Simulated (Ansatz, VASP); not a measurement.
## N in two plane-wave programs

Wanted: the spread between two codes on one cell, functional and k mesh. The cell is taken from a series of runs on this material, whose earlier steps may have relaxed, scaled, displaced or heated it; both programs get it as it stands.

Program: Ansatz 0.2.0. Level of theory: plane waves, with VASP 6.6.1 beside it; relaxation of cell and atoms at LDA. Results are calculated unless marked as measured.

### 1. The structure

Symmetry: Fm-3m, No. 225, cubic system. Conventional cell: a = 3.051 Å, b = 3.051 Å, c = 3.051 Å, α = 90.00°, β = 90.00°, γ = 90.00°. N has 12 N at 2.16 Å nearest.

Coordinates:

```cif
data_structure
_symmetry_space_group_name_H-M 'P 1'
_symmetry_Int_Tables_number 1
_cell_length_a 2.1575
_cell_length_b 2.1575
_cell_length_c 2.1575
_cell_angle_alpha 60.000
_cell_angle_beta 60.000
_cell_angle_gamma 60.000
_cell_volume 7.10
loop_
_atom_site_label
_atom_site_type_symbol
_atom_site_fract_x
_atom_site_fract_y
_atom_site_fract_z
_atom_site_occupancy
N1 N 0.00000 0.00000 0.00000 1
```

### 2. Ansatz: relaxation of cell and atoms, LDA

Ansatz runs on norm-conserving files, of PseudoDojo where its log says so.

The relaxed volume is the usual yardstick between codes: in a stiff, nearly cubic crystal its relative difference is about their pressure difference at one cell divided by the bulk modulus.

input.yaml reads:

```yaml
crystal:
  lattice:
    - [0.0, 1.52556766, 1.52556766]
    - [1.52556766, 0.0, 1.52556766]
    - [1.52556766, 1.52556766, 0.0]
  atoms:
    - { symbol: "N", position: [0.0, 0.0, 0.0] }
kpoints:
  mp_grid: { grid: [24, 24, 24] }
hamiltonian:
  xc: lda
  pseudopotentials: { kind: nc }
scf:
  occupations: { method: methfessel_paxton, width: 0.15 }
output:
  forces: true
  stress: true
  eigenvalues: true
relax:
  adjacent_minimum: "off"
  f_tol: 0.001
  max_steps: 60
  cell: { stress_tol: 0.01 }
```

Run with:

```console
> ansatz run input.yaml --threads 4 --pin off --max-ram 7168MiB --backend cpu --events-out ev --progress --plain --runs-dir out
```

Numbers of over 12 decimals in the logs are rounded to 6 here.

The program printed:

```text
Engine: ansatz 0.2.0, aarch64-unknown-linux-gnu
Pseudopotentials: kind: nc
Pseudopotential: N, nc, valence charge 5, recommended cutoff 1142.878222 eV (normal), N.nc.azcp (PseudoDojo's, or run here from an input of PseudoDojo's: the run reads no file of this project's for it)
Functional definition: SPW92
  exchange = slater_x
  correlation = pw_c
Crystal: 1 atoms, lattice volume = 7.101 Å³
Basis set: ecut = 1142.878222 eV, 609 PW (Γ)
Bands: 7, of which v1, the nominal top of the filled ones, is band 3 counted from 1 (2 counted from 0)
Symmetry: 48 space group operations
Space group: Fm-3m (ITA 225), of the structure as read, at distance tolerance 1.9e-5 Å
k-points: 413 of 13824
Non-local potential: N, projectors of the file, l = 0: 2, l = 1: 2
Initial density: superposition of atomic densities (chi_scale 0.1, normalization cell)
Initial wavefunctions: pseudopotential atomic-orbital guess
Functional: x = slater, c = lda
SCF iter   1: F=—  HF=-277.619039 eV  |F-HF|=—  |Δ(HF+E_count)|=         —  Δρ=1.57e-2  dr2=6.44e-3  ethr=3.10e-3  ⟨swp⟩=5.0  Hψ=22599  notcnv=0
preconditioner: auto → none  [metal: Δε(μ)=0.008 eV  Ē_g=25.430 eV  σ=0.150 eV  W_gap=0.05  n_scr=0 (ndim 8)  ℏωp=31.2 eV  f_vac=0.000  D(μ)=0.61/eV (n_scr^D=8)]
SCF iter   2: F=—  HF=-277.616864 eV  |F-HF|=—  |Δ(HF+E_count)|=   2.17e-3  S|Δr|=    0.00e0  Δρ=5.87e-3  dr2=8.22e-4  ethr=1.29e-4  ⟨swp⟩=1.1  Hψ=6240  notcnv=0
SCF iter   3: F=—  HF=-277.616712 eV  |F-HF|=—  |Δ(HF+E_count)|=   1.52e-4  S|Δr|=    0.00e0  Δρ=8.00e-4  dr2=2.05e-5  ethr=1.64e-5  ⟨swp⟩=1.7  Hψ=3222  notcnv=0
SCF iter   4: F=—  HF=-277.616713 eV  |F-HF|=—  |Δ(HF+E_count)|=   6.72e-7  S|Δr|=    0.00e0  Δρ=1.01e-4  dr2=4.21e-7  ethr=4.09e-7  ⟨swp⟩=1.5  Hψ=3033  notcnv=0
SCF iter   5: F=-277.616713 eV  HF=-277.616713 eV  |F-HF|=9.53e-11  |Δ(HF+E_count)|=   1.99e-7  S|Δr|=    0.00e0  Δρ=5.02e-6  dr2=5.95e-10  ethr=2.00e-9  ⟨swp⟩=6.5  Hψ=15048  notcnv=0
SCF 1 converged in 5 iterations: F = -277.616713 eV  dr2 = 5.95e-10
relax step   1: F+E_penalty+E_count = -277.61671264 eV  Δ(F+E_penalty+E_count) = +0.000e0 eV  max|allowed force component| = 0.000e0 eV/Å  Δτ_max = 0.0000 Å  P = -0.491 GPa  Ω = 7.101 Å³  (5 SCF iters, dr2 threshold 1.00e-7 eV, accepted)
[...]
relax step   2: F+E_penalty+E_count = -277.61673629 eV  Δ(F+E_penalty+E_count) = -2.365e-5 eV  max|allowed force component| = 0.000e0 eV/Å  Δτ_max = 0.0000 Å  P = -0.154 GPa  Ω = 7.090 Å³  energy of the carried Pulay correction = +1.925e-6 eV  (2 SCF iters, dr2 threshold 1.00e-7 eV, accepted)
[...]
relax step   3: F+E_penalty+E_count = -277.61673945 eV  Δ(F+E_penalty+E_count) = -3.158e-6 eV  max|allowed force component| = 0.000e0 eV/Å  Δτ_max = 0.0000 Å  P = +0.002 GPa  Ω = 7.085 Å³  energy of the carried Pulay correction = +2.802e-6 eV  (2 SCF iters, dr2 threshold 5.92e-8 eV, accepted)
[...]
relax step   4: F+E_penalty+E_count = -277.61673662 eV  Δ(F+E_penalty+E_count) = +2.828e-6 eV  max|allowed force component| = 0.000e0 eV/Å  Δτ_max = 0.0000 Å  P = +0.002 GPa  Ω = 7.085 Å³  stress off target by 1.86e-3 GPa  SCF on the basis re-selected at this cell (its energy is not comparable with the rows above)  (4 SCF iters)
basis re-selected at this cell: Δ(F+E_penalty+E_count) = +2.828e-6 eV, ΔP = -0.000 GPa vs the last step (what re-selecting the basis moved, of the pressure what is left beyond the Pulay correction that the steps carried, after the strain that the cell walked since its last selection, with what the two solves' SCF thresholds leave and, on support functions, any second-order correction that the steps lacked; it is no measure of the basis error at this ecutwfc). This SCF's stress stands 1.86e-3 GPa from its target on what of the cell is left free (relax.cell.stress_tol is 1.00e-2 GPa) and its largest allowed force component is 0.00e0 eV/Å (relax.f_tol is 1.00e-3 eV/Å): [rest of the remark cut]
SCF converged after 4 iterations
Stability not checked: this state was not tested for a lower state beside it, because cold or Methfessel-Paxton smearing, or corrected tetrahedra, fill the levels in a way that the test cannot read (fill_not_monotonic; see scf.lower_state_search)
Free energy (F): -277.616737 eV
Harris-Foulkes:  -277.616737 eV  (|F-HF|=1.14e-13)
Internal energy: -277.616762 eV  (E = F + TS)
E sigma→0 (E₀):  -277.616743 eV
Entropy (-TS):   0.000026 eV (0.026 meV/atom)
Fermi energy:    9.130715 eV
--- Per-component energies (eV) ---
  E_band       = 6.785925
  E_kinetic    = 169.798794
  E_local      = -105.789862  (includes V_loc(G=0)·N_el)
  E_nonlocal   = -15.688677
  E_hartree    = 21.916125
  E_xc         = -77.178168
  E_vxc        = -85.366579  (∫ρ·V_xc dr)
  E_ewald      = -270.674973
  E_smearing   = 0.000026  (= −TS)
  E_closure    = 0.000000  (closes the sum)
  Σ components = -277.616737   (vs F -277.616737, Δ=0.00e0)
--- Forces (eV/Å), atoms counted from 1 ---
  atom   1  N      0.00000000    -0.00000000    -0.00000000
  max |Σ_I F_I| component: 9.04e-32 eV/Å
--- Stress (GPa, compression-positive) ---
        0.001860       0.000000       0.000000
        0.000000       0.001860       0.000000
        0.000000       0.000000       0.001860
  P = ⅓ Tr σ = 0.0019 GPa (0.019 kbar)
--- Band table (eV; the first three rows and the last of 413) ---
  k-point 0: bands = ["-11.6486", "13.4834", "13.4834", "13.4834", "34.2108", "42.0861", "42.0861"]
  k-point 1: bands = ["-11.5815", "13.3071", "13.4583", "13.4583", "34.2576", "41.2051", "42.1718"]
  k-point 2: bands = ["-11.3805", "12.7881", "13.3858", "13.3858", "34.3871", "39.6437", "42.4002"]
  k-point 412: bands = ["-0.8358", "4.7640", "4.7640", "7.5336", "28.4912", "36.4686", "36.4686"]
--- Relaxed structure (3 steps of the walk, 3 accepted, 1 SCFs on fresh bases) ---
  F+E_penalty+E_count = -277.61673662 eV   max|allowed force component| = 0.000e0 eV/Å   (the final SCF, on the basis selected at the relaxed cell)
  cell:  # Å, volume = 7.0853 Å³
    - [0, 1.524439, 1.524439]
    - [1.524439, 0, 1.524439]
    - [1.524439, 1.524439, 0]
  atoms:
    - { symbol: N, position: [0.0, 0.0, 0.0] }
```

The column dr2 measures how far the density is from self-consistency, as an energy; F and HF (Harris–Foulkes) agree once it is small.

### 3. VASP: relaxation of cell and atoms, LDA

The same cell, functional (in two slightly different forms), mesh and smearing now go to VASP, with its own data sets.

Lines of VASP's logs that name or quote its potential files are left out, and so is its time.

INCAR reads:

```
SYSTEM = N
PREC = Accurate
ENCUT = 600
EDIFF = 1E-07
NELM = 120
ISMEAR = 1
SIGMA = 0.15
LREAL = .FALSE.
ALGO = Normal
GGA = CA
NBANDS = 8
LORBIT = 11
LWAVE = .FALSE.
LCHARG = .FALSE.
ISIF = 3
IBRION = 2
NSW = 80
EDIFFG = -0.005
LASPH = .TRUE.
GGA_COMPAT = .FALSE.
NELMIN = 4
```

POSCAR reads:

```
N
1.0
    0.0000000000      1.5255680000      1.5255680000
    1.5255680000      0.0000000000      1.5255680000
    1.5255680000      1.5255680000      0.0000000000
N
1
Direct
    0.0000000000      0.0000000000      0.0000000000
```

KPOINTS reads:

```
Automatic mesh
0
Gamma
24 24 24
0 0 0
```

The projector-augmented-wave data sets are N (LDA family, release 64).

Run with:

```console
> mpirun -np 1 vasp_std
```

The program printed:

```text
[banner, memory and clock lines left out]
running    1 mpi-ranks, on    1 nodes
 distrk:  each k-point on    1 cores,    1 groups
 distr:  one band on    1 cores,    1 groups

 POSCAR found type information on POSCAR N
 POSCAR found :  1 types and       1 ions
 LDA part: xc-table for (Slater(with rela. corr.)+CA(PZ))
 , standard interpolation
 POSCAR, INCAR and KPOINTS ok, starting setup
 FFT: planning ... GRIDC
 FFT: planning ... GRID_SOFT
 FFT: planning ... GRID
 WAVECAR not read
 entering main loop
       N       E                     dE             d eps       ncg     rms          rms(c)
DAV:   1    -0.624307268716E+00   -0.62431E+00   -0.28735E+03  7280   0.610E+02
DAV:   2    -0.472938869678E+01   -0.41051E+01   -0.37978E+01  8392   0.545E+01
DAV:   3    -0.473800937115E+01   -0.86207E-02   -0.86162E-02  7320   0.276E+00
DAV:   4    -0.473801172345E+01   -0.23523E-05   -0.23529E-05  9368   0.474E-02
DAV:   5    -0.473801172369E+01   -0.24608E-09   -0.44751E-09  7376   0.417E-04    0.916E-01
DAV:   6    -0.473666950267E+01    0.13422E-02   -0.33419E-03  6768   0.400E-01    0.513E-01
DAV:   7    -0.473674458619E+01   -0.75084E-04   -0.20214E-03  6760   0.319E-01    0.116E-01
DAV:   8    -0.473678794597E+01   -0.43360E-04   -0.33028E-05  6800   0.554E-02    0.542E-03
DAV:   9    -0.473678802490E+01   -0.78927E-07   -0.94349E-08  8136   0.382E-03
   1 F= -.47367880E+01 E0= -.47367957E+01  d E =-.473679E+01
 curvature:   0.00 expect dE= 0.000E+00 dE for cont linesearch  0.000E+00
 trial: gam= 0.00000 g(F)=  0.207E-65 g(S)=  0.548E-03 ort = 0.000E+00 (trialstep = 0.100E+01)
 search vector abs. value=  0.548E-03
 bond charge predicted
       N       E                     dE             d eps       ncg     rms          rms(c)
DAV:   1    -0.473789650051E+01   -0.11086E-02   -0.35317E-02  6608   0.154E+00    0.203E-01
DAV:   2    -0.473713117724E+01    0.76532E-03   -0.10552E-03  6608   0.239E-01    0.887E-02
DAV:   3    -0.473695244890E+01    0.17873E-03   -0.60507E-04  6616   0.170E-01    0.963E-03
DAV:   4    -0.473695121229E+01    0.12366E-05   -0.12761E-06  7056   0.153E-02    0.482E-03
DAV:   5    -0.473695093886E+01    0.27343E-06   -0.19681E-07  6960   0.424E-03    0.604E-04
DAV:   6    -0.473695093955E+01   -0.69059E-09   -0.65682E-10  3528   0.303E-04
   2 F= -.47369509E+01 E0= -.47369418E+01  d E =-.162915E-03
 trial-energy change:   -0.000163  1 .order   -0.000162   -0.000548    0.000224
 step:   0.7113(harm=  0.7098)  dis= 0.00000  next Energy=    -4.736983 (dE=-0.195E-03)
 bond charge predicted
       N       E                     dE             d eps       ncg     rms          rms(c)
DAV:   1    -0.473706209226E+01   -0.11115E-03   -0.29385E-03  6608   0.443E-01    0.585E-02
DAV:   2    -0.473699837325E+01    0.63719E-04   -0.88067E-05  6624   0.690E-02    0.256E-02
DAV:   3    -0.473698347877E+01    0.14894E-04   -0.50470E-05  6608   0.491E-02    0.273E-03
DAV:   4    -0.473698337292E+01    0.10585E-06   -0.10286E-07  4928   0.439E-03    0.141E-03
DAV:   5    -0.473698334409E+01    0.28831E-07   -0.19556E-08  3320   0.137E-03
   3 F= -.47369833E+01 E0= -.47369784E+01  d E =-.195319E-03
 curvature:  -0.35 expect dE=-0.653E-10 dE for cont linesearch -0.653E-10
 trial: gam=-0.00058 g(F)=  0.157E-65 g(S)=  0.184E-09 ort = 0.318E-06 (trialstep = 0.942E+00)
 search vector abs. value=  0.100E-09
 reached required accuracy - stopping structural energy minimisation
```

Parts of OUTCAR (step 3):

```text
ion  position               nearest neighbor table
   1  0.000  0.000  0.000-

  LATTYP: Found a face centered cubic cell.
 ALAT       =     3.0511360000

 Subroutine GETGRP returns: Found 48 space group operations
 (whereof 48 operations were pure point group operations)

The static configuration has the point symmetry O_h .

 Found    413 irreducible k-points:

   k-points           NKPTS =    413   k-points in BZ     NKDIM =    413   number of bands    NBANDS=      8

   dimension x,y,z NGX =    18 NGY =   18 NGZ =   18
   dimension x,y,z NGXF=    36 NGYF=   36 NGZF=   36

   ENCUT  =  600.0 eV  44.10 Ry    6.64 a.u.   4.31  4.31  4.31*2*pi/ulx,y,z

   NELECT =       5.0000    total number of electrons

 k-points in reciprocal lattice and weights: Automatic mesh
   0.00000000  0.00000000  0.00000000       0.000
   0.04166667  0.00000000  0.00000000       0.001
   0.08333333  0.00000000  0.00000000       0.001
   0.12500000  0.00000000  0.00000000       0.001
   0.16666667  0.00000000  0.00000000       0.001
   0.20833333  0.00000000  0.00000000       0.001
   0.25000000  0.00000000  0.00000000       0.001
   0.29166667  0.00000000  0.00000000       0.001
   0.33333333  0.00000000  0.00000000       0.001
[...]
-0.29166667  0.50000000  0.20833333       0.001
  -0.25000000  0.50000000  0.25000000       0.000

 average (electrostatic) potential at core
       1 -64.2907

 E-fermi :   6.1543

 k-point     1 :       0.0000    0.0000    0.0000
  band No.  band energies     occupation
      1     -14.6671      2.00000
      2      10.5318      0.00000
      3      10.5318      0.00000
      4      10.5318      0.00000
      5      31.3614      0.00000
      6      38.7946      0.00000
    ...

 k-point     2 :       0.0417    0.0000    0.0000
  band No.  band energies     occupation
      1     -14.5998      2.00000
      2      10.3548      0.00000
      3      10.5066      0.00000
      4      10.5066      0.00000
      5      31.4075      0.00000
      6      37.9651      0.00000
    ...

 k-point     3 :       0.0833    0.0000    0.0000
  band No.  band energies     occupation
      1     -14.3979      2.00000
      2       9.8339      0.00000
      3      10.4335      0.00000
      4      10.4335      0.00000
      5      31.5344      0.00000
      6      36.4521      0.00000
    ...

  Total       -0.0000357     -0.0000357     -0.0000357     -0.0000000     -0.0000000     -0.0000000
  in kB       -0.0080964     -0.0080964     -0.0080964     -0.0000000     -0.0000000     -0.0000000
  external PRESSURE =      -0.0080964 kB  Pullay stress =       0.0000000 kB

  energy-cutoff  :      600.00
  volume of cell :        7.06
      direct lattice vectors                 reciprocal lattice vectors
    -0.000000000  1.522346781  1.522346781    -0.328440278  0.328440278  0.328440278
     1.522346781 -0.000000000  1.522346781     0.328440278 -0.328440278  0.328440278
     1.522346781  1.522346781 -0.000000000     0.328440278  0.328440278 -0.328440278

 POSITION                                       TOTAL-FORCE (eV/Angst)
 -----------------------------------------------------------------------------------
      0.00000      0.00000     -0.00000         0.000000     -0.000000     -0.000000
 -----------------------------------------------------------------------------------
    total drift:                                0.000000      0.000000     -0.000000

  FREE ENERGIE OF THE ION-ELECTRON SYSTEM (eV)
  ---------------------------------------------------
  free  energy   TOTEN  =        -4.7369833441 eV

  energy  without entropy=       -4.7369684758  energy(sigma->0) =       -4.73697839

 reached required accuracy - stopping structural energy minimisation

 total charge
# of ion       s       p       d       tot
------------------------------------------
    1        1.427   1.842   0.000   3.269

[... 3 further parts left out ...]
```

CONTCAR:

```
N
   1.00000000000000
    -0.0000000000000000    1.5223467809786841    1.5223467809786841
     1.5223467809786841   -0.0000000000000000    1.5223467809786841
     1.5223467809786841    1.5223467809786841   -0.0000000000000000
  N
     1
Direct
     0.0000000000000000    0.0000000000000000    0.0000000000000000
```

### 4. Differences

Known differences besides the potentials themselves: the two LDA forms differ slightly; the cutoff is 1142.88 eV in Ansatz and 600 eV in VASP; VASP's log shows a relativistic correction to its local exchange, Ansatz's none; Ansatz adds a Pulay correction to the stress that steers its cell, VASP none. Total energies have different zeros and are not compared.

The two programs side by side:

```csv
quantity,Ansatz,VASP,difference
volume (Å³),7.09,7.06,+0.41 %
"edge a after relaxation, in the typed setting (Å)",2.156,2.153,+0.14 %
```

### 5. What came out

```yaml
difference_in_volume_relaxation_of_cell_and_atoms_lda: 0.41 %
```

**Reading.** The difference in volume is 0.41 % (relaxation of cell and atoms, LDA), within the 1.2 % picked in this series as the mark of a large difference, as far as the stopping tolerances let one tell. 2 further runs of this series are not shown here. Such differences can come from data sets, numerical settings and the points named under the comparisons, not from the functional's error against experiment.

[Lines on the potential files, build, host, timing and source positions are cut from VASP's logs without a mark.]

[Logs are printed without paths, hosts, clocks, repeated set-up lines and the standing remarks that a program may print on its own settings, such as how far it seeks lower states.]

[Hosts, paths, dates, database ids (printed as entryN), source tags and the programs' standing remarks are cut or masked in the printed files.]
